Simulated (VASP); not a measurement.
Given:

```
CELL_PARAMETERS angstrom
      0.00000     2.36731     2.36731
      2.36731     0.00000     2.36731
      2.36731     2.36731     0.00000
ATOMIC_POSITIONS crystal
  Zr 0.00000 0.00000 0.00000
  C  0.50000 0.50000 0.50000
```

Calculation: RPBE GGA, VASP's PBE PAW potentials (set 64) (plane waves; VASP 6.6.1). Numerical set-up: 520 eV cut-off, Gaussian smearing of 0.050 eV, potentials Zr_sv C.

Task: Estimate the band gap (along the path) with the smallest direct gap where there is one.

Result: 
```
Item                                                          Value
-------------------------  ----------------------------------------
band gap (along the path)  none (metal, semimetal or under 0.01 eV)
```

Only differences to runs with the same potentials and settings are physical.

The compound is ZrC in the rock salt structure. It was relaxed first.
